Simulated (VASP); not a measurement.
# Si2W: cell size and functional, part 2 of 3

How much does the relaxed cell of Si2W depend on the functional? The starting structure is a measured crystal structure from the Crystallography Open Database. The first relaxation on each setting starts from this cell expanded by 3 % in volume.

VASP 6.6.1.

Results so far: PBEsol 13.35 Å³ an atom; LDA 13.16 Å³ an atom; PBE 13.63 Å³ an atom.

### Step 5. Relaxation with PBEsol + D3(BJ)

Level of this step: PBEsol with D3(BJ); plane waves and PAW (W, Si) (VASP).

D3 with Becke-Johnson damping keeps a finite attraction at short range. This run starts from the cell of an earlier relaxation, which isn't shown; the restart sets up the plane waves anew.

Contents of INCAR:

```
SYSTEM = Si2W
PREC = Accurate
ENCUT = 450
EDIFF = 1E-06
NELM = 100
ISMEAR = 0
SIGMA = 0.05
LREAL = .FALSE.
ALGO = Normal
GGA = PS
IVDW = 12
NBANDS = 13
LASPH = .TRUE.
LORBIT = 11
LWAVE = .FALSE.
LCHARG = .FALSE.
KPAR = 8
IBRION = 2
NSW = 50
ISIF = 3
EDIFFG = -0.006
```

Contents of POSCAR:

```
Si2W
1.0
   -1.5850821266      1.5850821266      3.8754606095
    1.5850821266     -1.5850821266      3.8754606095
    1.5850821266      1.5850821266     -3.8754606095
W Si
1 2
Direct
    0.0000000000      0.0000000000      0.0000000000
    0.6658268620      0.6658268620      0.0000000000
    0.3341731380      0.3341731380      0.0000000000
```

Contents of KPOINTS:

```
Automatic mesh
0
Gamma
14 14 14
0 0 0
```

PAW data sets: W and Si (PBE family, release 64).

The run is started by

```console
mpirun -np 8 vasp_std
```

Output:

```text
[banner, memory and clock lines left out]
running    8 mpi-ranks, on    1 nodes
[...]
[... a notice as in an earlier step ...]

 [... a notice as in an earlier step ...]

 LDA part: xc-table for (Slater+PW92), standard interpolation
 POSCAR, INCAR and KPOINTS ok, starting setup
[...]
entering main loop
       N       E                     dE             d eps       ncg     rms          rms(c)
DAV:   1     0.219062619405E+02    0.21906E+02   -0.55524E+03  6416   0.833E+02
DAV:   2    -0.255400793254E+02   -0.47446E+02   -0.43291E+02  7922   0.175E+02
DAV:   3    -0.275381685351E+02   -0.19981E+01   -0.19565E+01  8661   0.302E+01
DAV:   4    -0.275622901020E+02   -0.24122E-01   -0.24099E-01  7422   0.387E+00
[...]
DAV:  10    -0.267010277254E+02    0.29976E-04   -0.29827E-04  7958   0.109E-01    0.681E-02
DAV:  11    -0.267010112900E+02    0.16435E-04   -0.43120E-05  7944   0.456E-02    0.202E-02
DAV:  12    -0.267010114621E+02   -0.17212E-06   -0.13103E-06  5308   0.911E-03
   1 F= -.28394709E+02 E0= -.28394512E+02  d E =-.283947E+02
[...]
reached required accuracy - stopping structural energy minimisation
```

Wall time 9.6 s (8 MPI ranks of Intel Xeon 6975P-C (Granite Rapids), shared host); peak memory 2.1 GiB; 57 s of CPU time.

OUTCAR, selected parts (step 5):

```text
 Edisp (eV)   -1.69370

  Total      -0.00419    -0.00419     0.00650     0.00000     0.00000     0.00000
  in kB      -0.17245    -0.17245     0.26740     0.00000     0.00000     0.00000
  external pressure =       -0.03 kB  Pullay stress =        0.00 kB

 POSITION                                       TOTAL-FORCE (eV/Angst)
 -----------------------------------------------------------------------------------
      0.00000      0.00000      0.00000        -0.000000     -0.000000      0.000000
      0.00000      0.00000      5.16077         0.000000      0.000000      0.002560
      0.00000      0.00000      2.59015         0.000000      0.000000     -0.002560
 -----------------------------------------------------------------------------------
    total drift:                                0.000000      0.000000      0.000000

  FREE ENERGIE OF THE ION-ELECTRON SYSTEM (eV)
  ---------------------------------------------------
  free  energy   TOTEN  =       -28.3947092119 eV

  energy  without entropy=      -28.3943146892  energy(sigma->0) =      -28.39451195

[... 2 parts as in an earlier step ...]

[... 2 further parts left out ...]
[key lines of the parts left out:]
E-fermi :  10.9404
```

With PBEsol + D3(BJ) the relaxed cell holds 12.983 Å³ an atom, -3.68 % against the measured cell, with a = 3.170 Å and c = 7.751 Å. That is -2.75 % from PBEsol. Pressures at 0.985 and 1.015 times this volume, from two more relaxations that aren't shown, give a bulk modulus of 254.9 GPa.

### Step 6. Relaxation with r2SCAN

r2SCAN adds the kinetic-energy density, costs more than a GGA and is run with LASPH. This run starts from the cell of an earlier relaxation, which isn't shown; the restart sets up the plane waves anew.

INCAR, as its differences from that of step 5:

```diff
@@ -9,6 +9,5 @@
 ALGO = Normal
-GGA = PS
-IVDW = 12
+METAGGA = R2SCAN
+LASPH = .TRUE.
 NBANDS = 13
-LASPH = .TRUE.
 LORBIT = 11
```

Contents of POSCAR:

```
Si2W
1.0
   -1.6039403708      1.6039403708      3.8988216106
    1.6039403708     -1.6039403708      3.8988216106
    1.6039403708      1.6039403708     -3.8988216106
W Si
1 2
Direct
    0.0000000000      0.0000000000      0.0000000000
    0.6651179422      0.6651179422      0.0000000000
    0.3348820578      0.3348820578      0.0000000000
```

KPOINTS is that of step 5.

The run is started by

```console
mpirun -np 8 vasp_std
```

Output:

```text
[banner, memory and clock lines left out]
running    8 mpi-ranks, on    1 nodes
[...]
[... a notice as in an earlier step ...]

 [... a notice as in an earlier step ...]

 LDA part: xc-table for (None), standard interpolation
 POSCAR, INCAR and KPOINTS ok, starting setup
[...]
entering main loop
       N       E                     dE             d eps       ncg     rms          rms(c)
DAV:   1    -0.195847173195E+02   -0.19585E+02   -0.57473E+03  6400   0.866E+02
DAV:   2    -0.686986947844E+02   -0.49114E+02   -0.44773E+02  7936   0.181E+02
DAV:   3    -0.708950486707E+02   -0.21964E+01   -0.21419E+01  8692   0.318E+01
DAV:   4    -0.709227569891E+02   -0.27708E-01   -0.27671E-01  7387   0.405E+00
[...]
DAV:  11    -0.699568076915E+02   -0.19030E-04   -0.49532E-05  7522   0.558E-02    0.143E-02
DAV:  12    -0.699568145001E+02   -0.68085E-05   -0.11620E-05  7563   0.265E-02    0.694E-03
DAV:  13    -0.699568151153E+02   -0.61519E-06   -0.59158E-07  4612   0.637E-03
   1 F= -.69956815E+02 E0= -.69956750E+02  d E =-.699568E+02
[...]
N       E                     dE             d eps       ncg     rms          rms(c)
DAV:   1    -0.699568123071E+02    0.21930E-05   -0.31497E-04  6909   0.126E-01    0.479E-02
DAV:   2    -0.699568107235E+02    0.15836E-05   -0.48753E-06  8102   0.181E-02    0.251E-02
DAV:   3    -0.699568092168E+02    0.15066E-05   -0.15469E-06  4739   0.896E-03    0.184E-03
DAV:   4    -0.699568091148E+02    0.10201E-06   -0.23586E-07  3507   0.562E-03
   2 F= -.69956809E+02 E0= -.69956744E+02  d E =0.600042E-05
 trial-energy change:    0.000006  1 .order    0.000005   -0.000013    0.000022
 step:   0.3706(harm=  0.3706)  dis= 0.00002  next Energy=   -69.956818 (dE=-0.243E-05)
[...]
N       E                     dE             d eps       ncg     rms          rms(c)
DAV:   1    -0.699568169859E+02   -0.77690E-05   -0.12699E-04  6919   0.796E-02    0.292E-02
DAV:   2    -0.699568170605E+02   -0.74644E-07   -0.19655E-06  7548   0.115E-02
   3 F= -.69956817E+02 E0= -.69956752E+02  d E =-.194525E-05
[...]
reached required accuracy - stopping structural energy minimisation
```

Wall time 52 s (8 MPI ranks); peak memory 2.2 GiB.

OUTCAR, selected parts (step 6):

```text
  Total       -0.0046792     -0.0046792     -0.0068747      0.0000000     -0.0000000      0.0000000
  in kB       -0.1868048     -0.1868048     -0.2744576      0.0000000     -0.0000000      0.0000000
  external PRESSURE =      -0.2160224 kB  Pullay stress =       0.0000000 kB

 POSITION                                       TOTAL-FORCE (eV/Angst)
 -----------------------------------------------------------------------------------
      0.00000      0.00000      0.00000         0.000000      0.000000      0.000000
      0.00000      0.00000      5.18663         0.000000     -0.000000     -0.000083
      0.00000      0.00000      2.61140        -0.000000     -0.000000      0.000083
 -----------------------------------------------------------------------------------
    total drift:                               -0.000000      0.000000     -0.000000

  FREE ENERGIE OF THE ION-ELECTRON SYSTEM (eV)
  ---------------------------------------------------
  free  energy   TOTEN  =       -69.9568170605 eV

  energy  without entropy=      -69.9566869842  energy(sigma->0) =      -69.95675202

[... 2 parts as in an earlier step ...]

[... 2 further parts left out ...]
[key lines of the parts left out:]
E-fermi :  10.6104
```

With r2SCAN the relaxed cell holds 13.377 Å³ an atom, -0.75 % against the measured cell, with a = 3.208 Å and c = 7.798 Å. That is +0.21 % from PBEsol. Pressures at 0.985 and 1.015 times this volume, from two more relaxations that aren't shown, give a bulk modulus of 239.7 GPa.

### Step 7. Relaxation with r2SCAN + rVV10

rVV10 adds a nonlocal correlation energy for dispersion. This run starts from the cell of an earlier relaxation, which isn't shown; the restart sets up the plane waves anew.

INCAR, as its differences from that of step 6:

```diff
@@ -10,2 +10,6 @@
 METAGGA = R2SCAN
+LUSE_VDW = .TRUE.
+IVDW_NL = 2
+BPARAM = 11.95
+CPARAM = 0.0093
 LASPH = .TRUE.
```

Contents of POSCAR:

```
Si2W
1.0
   -1.6023121942      1.6023121942      3.8969001551
    1.6023121942     -1.6023121942      3.8969001551
    1.6023121942      1.6023121942     -3.8969001551
W Si
1 2
Direct
    0.0000000000      0.0000000000      0.0000000000
    0.6651681254      0.6651681254      0.0000000000
    0.3348318746      0.3348318746      0.0000000000
```

KPOINTS is that of step 6.

The run is started by

```console
mpirun -np 8 vasp_std
```

Output:

```text
[banner, memory and clock lines left out]
running    8 mpi-ranks, on    1 nodes
[...]
[... a notice as in an earlier step ...]

|                                                                             |
|               ----> ADVICE to this user running VASP <----                  |
|                                                                             |
|     You have switched on vdW-DFT.                                           |
|     This routine was written and supplied by Jiri Klimes. We recommend      |
|     that you carefully read and cite the following publications:            |
|       J. Klimes, D.R. Bowler, A. Michelides                                 |
|          J. Phys.: Cond Matt. 22 022201 (2010)                              |
|       J. Klimes, D.R. Bowler, A. Michelides                                 |
|          Phys. Rev. B. 83, 195131 (2011)                                    |
|     and references therein.                                                 |
[...]
Total rVV10 correction in eV:      0.1544285    21.4092026
Total rVV10 correction in eV:      0.1544285    21.4092026
Total rVV10 correction in eV:      0.1544285    21.4092026
DAV:  13    -0.698020560170E+02   -0.58518E-06   -0.55672E-07  4507   0.617E-03
Total rVV10 correction in eV:      0.1544312    21.4092026
Total rVV10 correction in eV:      0.1544312    21.4092026
Total rVV10 correction in eV:      0.1544312    21.4092026
Total rVV10 correction in eV:      0.1544312    21.4092026
Total rVV10 correction in eV:      0.1544312    21.4092026
Total rVV10 correction in eV:      0.1544312    21.4092026
Total rVV10 correction in eV:      0.1544312    21.4092026
Total rVV10 correction in eV:      0.1544312    21.4092026
Total rVV10 correction in eV:      0.1544309    21.4092026
Total rVV10 correction in eV:      0.1544309    21.4092026
Total rVV10 correction in eV:      0.1544309    21.4092026
Total rVV10 correction in eV:      0.1544309    21.4092026
Total rVV10 correction in eV:      0.1544309    21.4092026
Total rVV10 correction in eV:      0.1544309    21.4092026
Total rVV10 correction in eV:      0.1544309    21.4092026
Total rVV10 correction in eV:      0.1544309    21.4092026
   1 F= -.69802056E+02 E0= -.69801991E+02  d E =-.698021E+02
[...]
reached required accuracy - stopping structural energy minimisation
```

Run time: 76 s. Hardware: 8 MPI ranks; peak memory 3.1 GiB; 7.9 min of CPU time.

OUTCAR, selected parts (step 7):

```text
  Total        0.0061898      0.0061898     -0.0069481      0.0000000     -0.0000000      0.0000000
  in kB        0.2478081      0.2478081     -0.2781635      0.0000000     -0.0000000      0.0000000
  external PRESSURE =       0.0724843 kB  Pullay stress =       0.0000000 kB

 POSITION                                       TOTAL-FORCE (eV/Angst)
 -----------------------------------------------------------------------------------
      0.00000      0.00000      0.00000        -0.000000     -0.000000      0.000000
      0.00000      0.00000      5.18419        -0.000000     -0.000000      0.005581
      0.00000      0.00000      2.60961         0.000000      0.000000     -0.005581
 -----------------------------------------------------------------------------------
    total drift:                                0.000000     -0.000000     -0.000000

  FREE ENERGIE OF THE ION-ELECTRON SYSTEM (eV)
  ---------------------------------------------------
  free  energy   TOTEN  =       -69.8020560170 eV

  energy  without entropy=      -69.8019261477  energy(sigma->0) =      -69.80199108

[... 2 parts as in an earlier step ...]

[... 2 further parts left out ...]
[key lines of the parts left out:]
E-fermi :  10.6429
```

With r2SCAN + rVV10 the relaxed cell holds 13.340 Å³ an atom, -1.03 % against the measured cell, with a = 3.205 Å and c = 7.794 Å. That is -0.07 % from PBEsol. Pressures at 0.985 and 1.015 times this volume, from two more relaxations that aren't shown, give a bulk modulus of 242.4 GPa.

### Step 8. Relaxation with optB86b-vdW

optB86b-vdW pairs nonlocal correlation with a less repulsive exchange of B86b form. This run starts from the cell of an earlier relaxation, which isn't shown; the restart sets up the plane waves anew.

INCAR, as its differences from that of step 7:

```diff
@@ -9,7 +9,7 @@
 ALGO = Normal
-METAGGA = R2SCAN
+GGA = MK
+AGGAC = 0
 LUSE_VDW = .TRUE.
-IVDW_NL = 2
-BPARAM = 11.95
-CPARAM = 0.0093
+PARAM1 = 0.1234
+PARAM2 = 1
 LASPH = .TRUE.
```

Contents of POSCAR:

```
Si2W
1.0
   -1.6117418346      1.6117418346      3.9273692924
    1.6117418346     -1.6117418346      3.9273692924
    1.6117418346      1.6117418346     -3.9273692924
W Si
1 2
Direct
    0.0000000000      0.0000000000      0.0000000000
    0.6651819708      0.6651819708      0.0000000000
    0.3348180292      0.3348180292      0.0000000000
```

KPOINTS is that of step 7.

The run is started by

```console
mpirun -np 8 vasp_std
```

Output:

```text
[banner, memory and clock lines left out]
running    8 mpi-ranks, on    1 nodes
[...]
[... a notice as in an earlier step ...]

 [... a notice as in an earlier step ...]

 [... a notice as in an earlier step ...]

 LDA part: xc-table for (Slater+PW92), standard interpolation
 POSCAR, INCAR and KPOINTS ok, starting setup
[...]
entering main loop
       N       E                     dE             d eps       ncg     rms          rms(c)
DAV:   1     0.285451288824E+02    0.28545E+02   -0.55219E+03  6424   0.829E+02
DAV:   2    -0.191462279386E+02   -0.47691E+02   -0.43483E+02  7924   0.173E+02
DAV:   3    -0.213478266942E+02   -0.22016E+01   -0.21441E+01  8653   0.309E+01
DAV:   4    -0.213784406374E+02   -0.30614E-01   -0.30573E-01  7535   0.414E+00
[...]
DAV:  10    -0.205508142397E+02   -0.40896E-04   -0.36129E-04  8092   0.124E-01    0.579E-02
DAV:  11    -0.205508057217E+02    0.85180E-05   -0.36141E-05  7826   0.480E-02    0.224E-02
DAV:  12    -0.205508062116E+02   -0.48984E-06   -0.18824E-06  6379   0.110E-02
   1 F= -.20550806E+02 E0= -.20550704E+02  d E =-.205508E+02
[...]
reached required accuracy - stopping structural energy minimisation
```

It took 46 s on 8 MPI ranks; peak memory 3.8 GiB; 4.8 min of CPU time.

[end of part 2 of 3]

[Lines on the potential files, build, host, timing and source positions are cut from VASP's logs without a mark.]

[Logs are printed without paths, hosts, clocks, repeated set-up lines and the standing remarks that a program may print on its own settings, such as how far it seeks lower states.]

[Hosts, paths, dates, database ids (printed as entryN), source tags and the programs' standing remarks are cut or masked in the printed files.]
